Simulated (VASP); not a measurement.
Given:

```yaml
crystal:
  lattice:
    - [1.72017, -3.00374, 0.00000]
    - [1.72017, 3.00374, 0.00000]
    - [0.00000, 0.00000, 5.42286]
  atoms:
    - { symbol: Lu, position: [0.33333, 0.66667, 0.25000] }
    - { symbol: Lu, position: [0.69280, 0.35946, 0.75000] }
```

Level of theory: PBE GGA, VASP's PBE PAW potentials (set 64) (plane waves; VASP). Numerical set-up: 400 eV cut-off, 11×11×6 Γ-centred mesh, first-order Methfessel-Paxton smearing of 0.050 eV, potentials Lu_3.

Question: Give the force on each atom (eV/Å).

Answer: 
```csv
atom,Fx,Fy,Fz
Lu1,0.158,-0.008,0.000
Lu2,-0.158,0.008,0.000
```

Question: Give the stress tensor in GPa (positive for a compressed cell).

Answer: 
```
 2.92  -0.40   0.00
-0.40   2.33   0.00
 0.00   0.00   2.05
```
The pressure is its mean diagonal, 2.43 GPa.

The compound is Lu in the hcp structure. The cell was not relaxed at this level, atoms are displaced from their ideal sites. The run is one of a series of settings (SIGMA = 0.05 against the base run), some of them coarse on purpose.
